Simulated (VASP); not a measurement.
VASP runs on Si (diamond) share one base input (PBE GGA, plane waves, VASP's PBE PAW potentials (set 64)) and change the settings named in each case.

File POSCAR:
```
Si
2.71550
  0.0000000000   1.0000000000   1.0000000000
  1.0000000000   0.0000000000   1.0000000000
  1.0000000000   1.0000000000   0.0000000000
Si
2
direct
  0.0000000000   0.0000000000   0.0000000000
  0.2500000000   0.2500000000   0.2500000000
```

### INCAR
```
# general
SYSTEM = Si
PREC   = Accurate
ENCUT  = 400
LREAL  = F
LASPH  = T

# electronic loop
EDIFF  = 1E-6
NELM   = 100
ALGO   = Normal

# smearing
ISMEAR = 0
SIGMA  = 0.05

# functional
GGA    = PE

# ions
ISIF   = 2

# output
LWAVE  = F
LCHARG = F
```

KPOINTS:
```
Automatic
0
Gamma
 8 8 8
0 0 0
```

POTCAR, in this order: Si (PBE.64 set). Program: vasp_std.

```csv
change,E(σ→0) (eV/atom),pressure (GPa),gap on the mesh (eV)
base run,-5.4204,1.93,0.62
GGA = 91,-5.4122,1.93,0.63
IVDW = 11,-5.5681,1.13,0.62
"GGA removed, LMIXTAU = .TRUE., METAGGA = R2SCAN",-8.7738,0.50,0.81
"AGGAC = 0.0, GGA = BO, LUSE_VDW = .TRUE., PARAM1 = 0.1833333333, PARAM2 = 0.22",-4.1696,1.94,0.72
"GGA removed, LMIXTAU = .TRUE., METAGGA = SCAN",-10.0058,-0.20,0.87
GGA = PS,-5.7446,0.25,0.50
```
 Energies of different potentials or functionals have different zeros.

Left out are runs that ran out of time, are held back, or changed the cell or the kind of run, fixed moments of cells without a moment, rows past the twelfth, gaps on odd meshes, pressures of charged cells and columns that move by less than the noise.

The compound is Si in the diamond structure. The cell was not relaxed at this level.
